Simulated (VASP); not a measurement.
The system is BeCd2S3.

```
Be Cd S
1.0
     5.69767    0.00000    0.00000
    -2.84884    4.93433    0.00000
     0.00000    0.00000    4.76765
Be Cd S
1 2 3
Direct
  0.00000 0.00000 0.00000
  0.66667 0.33333 0.00000
  0.33333 0.66667 0.00000
  0.50000 0.50000 0.50000
  0.50000 0.00000 0.50000
  0.00000 0.50000 0.50000
```

The cell was built by a generator and needn't be a form met in nature.

| Item | Value |
| --- | --- |
| Program | VASP 6.6.1 |
| Task | relaxation of cell and atoms |
| Functional | PBE |
| Potentials or basis | VASP PAW PBE potentials, release 64 (Be, Cd, S) |
| Cutoff | 520 eV |
| k mesh | 3 × 3 × 3 |
| Occupations | gaussian, width 0.15 eV |
| Spin | no spin polarisation |

At the start: pressure -2.0 GPa; volume 22.34 Å³/atom.

Task: How do energy, volume and symmetry change on relaxing?

Result: Over 18 steps the energy falls by 394.7 meV/atom and the volume is 25.47 Å³/atom (+14.0 %); space group P6/mmm (No. 191, to 0.05 Å).

The path:
| step | energy change (eV) | largest force (eV/Å) | pressure (GPa) | volume (Å³) |
| --- | --- | --- | --- | --- |
| 1 | 0.0000 | 0.0000 | -1.96 | 134.04 |
| 2 | -0.1010 | 0.0000 | 0.20 | 128.77 |
| 3 | -0.1101 | 0.0000 | 1.61 | 125.80 |
| 4 | -0.1826 | 0.0000 | 2.01 | 127.64 |
| 5 | -0.4462 | 0.0000 | 1.47 | 132.60 |
| 6 | -0.6846 | 0.0000 | 2.06 | 139.70 |
| 7 | -0.7589 | 0.0000 | 2.11 | 141.40 |
| 8 | -1.4046 | 0.0000 | 2.94 | 142.18 |
| 9 | 2.4932 | 0.0000 | 26.97 | 131.57 |
| 10 | -1.7268 | 0.0000 | 3.50 | 141.66 |
| 11 | -1.9627 | 0.0000 | 8.15 | 138.21 |
| 12 | -2.0992 | 0.0000 | 6.68 | 139.05 |
| 13 | -2.3635 | 0.0000 | 0.85 | 151.87 |
| 14 | -2.3503 | 0.0000 | -1.20 | 155.78 |
| 15 | -2.3627 | 0.0000 | -0.05 | 153.20 |
| 16 | -2.3632 | 0.0000 | -0.07 | 152.91 |
| 17 | -2.3634 | 0.0000 | 0.08 | 152.39 |
| 18 | -2.3681 | 0.0000 | 0.13 | 152.79 |

Final structure:
```
CELL_PARAMETERS angstrom
8.05983 0.00000 0.00000
-4.02992 6.98002 0.00000
0.00000 0.00000 2.71593
ATOMIC_POSITIONS crystal
Be 0.00000 0.00000 0.00000
Cd 0.66667 0.33333 0.00000
Cd 0.33333 0.66667 0.00000
S 0.50000 0.50000 0.50000
S 0.50000 0.00000 0.50000
S 0.00000 0.50000 0.50000
```

Caveat: the k mesh is coarse (spacing up to 0.44 Å⁻¹), so the values aren't converged; the relaxation stopped at a loose force limit of 0.08 eV/Å, so its end isn't a converged minimum.
